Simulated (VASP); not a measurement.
Level of theory: PBE GGA, VASP's PBE PAW potentials (set 64) (plane waves; VASP 6.6.1).

The input files of a VASP run:

KPOINTS:
```
Automatic mesh
0
Gamma
7 7 4
0 0 0
```

**INCAR**
```
SYSTEM = Gd
PREC = Accurate; ENCUT = 300; LREAL = F
LASPH = T
EDIFF = 1E-6; NELM = 100; ALGO = Normal
LMAXMIX = 6
ISMEAR = 0; SIGMA = 0.1
GGA = PE
ISPIN = 2
ISIF = 2
LWAVE = F; LCHARG = F; LORBIT = 11
```

### POSCAR
```
Gd
1
    3.6288190000     0.0000000000     0.0000000000
   -1.8144100000     3.1426500000     0.0000000000
    0.0000000000     0.0000000000     5.8804740000
Gd
2
Direct
  0.3333330000   0.6666670000   0.2500000000
  0.6666670000   0.3333330000   0.7500000000
```

POTCAR, in this order: Gd (PBE.64 set). Program: vasp_std. The INCAR's line for the spin-polarised start is left out here.

The run has a spin-polarised start.

**Question.** Predict the energy per atom (σ→0), cell moment, band gap (on the k-mesh).

**Answer.** 
```json
{
  "energy per atom (σ→0)": "-11.623 eV/atom",
  "cell_moment": "15.32 μB",
  "band gap (on the k-mesh)": "none (metal, semimetal or under 0.01 eV)"
}
```

**OSZICAR**
```
...
DAV:  28    -0.232551309306E+02    0.41908E-04   -0.19478E-05  4326   0.416E-02    0.150E-01
DAV:  29    -0.232551002455E+02    0.30685E-04   -0.23991E-05  3512   0.548E-02    0.152E-01
DAV:  30    -0.232551071210E+02   -0.68755E-05   -0.69559E-06  3447   0.177E-02    0.912E-02
DAV:  31    -0.232551022666E+02    0.48544E-05   -0.18061E-06  2154   0.147E-02    0.878E-02
DAV:  32    -0.232550955544E+02    0.67122E-05   -0.11051E-05  3445   0.391E-02    0.582E-02
DAV:  33    -0.232550895756E+02    0.59788E-05   -0.15216E-05  3636   0.394E-02    0.269E-02
DAV:  34    -0.232550886510E+02    0.92460E-06   -0.42525E-06  3484   0.146E-02
   1 F= -.23255089E+02 E0= -.23245133E+02  d E =-.199106E-01  mag=    15.3154
```

The structure comes from a computed database's Gd entry; how it stands against other phases isn't given here. The cell was not relaxed at this level.
